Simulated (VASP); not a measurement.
An input for Ansatz (written as the equivalent of a VASP run, and not itself run):

Ansatz 0.2 input:
```yaml
crystal:
  lattice:
    - [4.6612032, 0.0000000, 0.0000000]
    - [-2.3306021, 4.0367199, 0.0000000]
    - [0.0000000, 0.0000000, 10.3972011]
  atoms:
    - { symbol: Hg, position: [0.6860216, 0.0000000, 0.6666670] }
    - { symbol: Hg, position: [0.0000000, 0.6860216, 0.3333330] }
    - { symbol: Hg, position: [0.3139784, 0.3139784, 0.0000000] }
    - { symbol: Te, position: [0.5144500, 1.0000000, 0.1666670] }
    - { symbol: Te, position: [1.0000000, 0.5144500, 0.8333330] }
    - { symbol: Te, position: [0.4855500, 0.4855500, 0.5000000] }
kpoints:
  mp_grid: { grid: [5, 5, 2] }
hamiltonian:
  xc: r2scan
  pseudopotentials: { kind: paw }
scf:
  occupations: { method: gaussian, width: 0.05 }
  max_iter: 100
relax:
  max_steps: 60
  f_tol: 0.02
  cell: {}
output: { forces: true, stress: true, eigenvalues: true }
```

Problem. Translate this input to VASP (INCAR, KPOINTS, POSCAR, choice of POTCAR).

Solution. Several could match; the one computed here: 
File KPOINTS:
```
Regular mesh
0
G
5 5 2
0 0 0
```

**POSCAR**
```
HgTe
1
    4.6612031669     0.0000000075    -0.0000000000
   -2.3306020726     4.0367199250     0.0000000000
   -0.0000000000     0.0000000000    10.3972011333
Hg Te
3 3
Direct
  0.6860216466   0.0000000001   0.6666670000
  0.0000000001   0.6860216466   0.3333330000
  0.3139783533   0.3139783533   0.0000000000
  0.5144499524   1.0000000000   0.1666670000
  0.9999999999   0.5144499524   0.8333330000
  0.4855500476   0.4855500476   0.5000000000
```

### INCAR
```
SYSTEM = HgTe
PREC = Accurate; ENCUT = 400; LREAL = .FALSE.
LASPH = .TRUE.
EDIFF = 1E-6; NELM = 100; ALGO = Normal
LMAXMIX = 6; LMIXTAU = .TRUE.
ISMEAR = 0; SIGMA = 0.05
METAGGA = R2SCAN
IBRION = 2; NSW = 60; ISIF = 3
EDIFFG = -0.02
LWAVE = .FALSE.; LCHARG = .FALSE.
```

POTCAR, in this order: Hg Te (PBE.64 set). Program: vasp_std.

What does not carry over: each code has its own PAW files, so the cut-off isn't converted (ENCUT is set for VASP's; basis.ecutwfc is left out, and Ansatz then takes the one that its files recommend); Ansatz stops its SCF on the density residual and VASP on the energy change (EDIFF).

The structure was generated: HgTe was put into the cinnabar type (P3_221), which need not be its known phase. It was relaxed first, which changed the volume by -5 %. The start is the result of an earlier pass.
